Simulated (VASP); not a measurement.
These are PBE GGA, VASP's PBE PAW potentials (set 64) (plane waves; VASP) values and carry that method's errors.

Input for VASP

**POSCAR**
```
ZnS
1.0
  0.0000000000   2.6500470000   2.6500470000
  2.6500470000   0.0000000000   2.6500470000
  2.6500470000   2.6500470000   0.0000000000
Zn S
1 1
direct
  0.0000000000   0.0000000000   0.0000000000
  0.2500000000   0.2500000000   0.2500000000
```

KPOINTS:
```
K-points
0
Gamma
  11 11 11
0 0 0
```

INCAR:
```
SYSTEM = ZnS
PREC = Accurate
ENCUT = 300
EDIFF = 1E-6
NELM = 100
ALGO = Normal
LREAL = .FALSE.
LASPH = .TRUE.
ISMEAR = 0
SIGMA = 0.01
GGA = PE
LMAXMIX = 4
LWAVE = .FALSE.
LCHARG = .FALSE.
ISIF = 3
IBRION = 2
NSW = 50
EDIFFG = -0.01
```

POTCAR, in this order: Zn S (PBE.64 set). Program: vasp_std.

Question: What will the output report for the number of irreducible k-points (NKPTS), largest plane-wave count, number of space-group operations, FFT grid (NGX, NGY, NGZ)?

Answer: 
| Item | Result |
|---|---|
| number of irreducible k-points (NKPTS) | 56 |
| largest plane-wave count | 459 |
| number of space-group operations | 24 |
| FFT grid (NGX, NGY, NGZ) | 24 × 24 × 24 |

The structure comes from a computed database's ZnS entry; how it stands against other phases isn't given here. This run relaxes it. Symmetry was kept, so distortions that lower it aren't found. The run is one of a series of settings (EDIFFG = -0.01, IBRION = 2, ISIF = 3, NSW = 50 against the base run), some of them coarse on purpose.
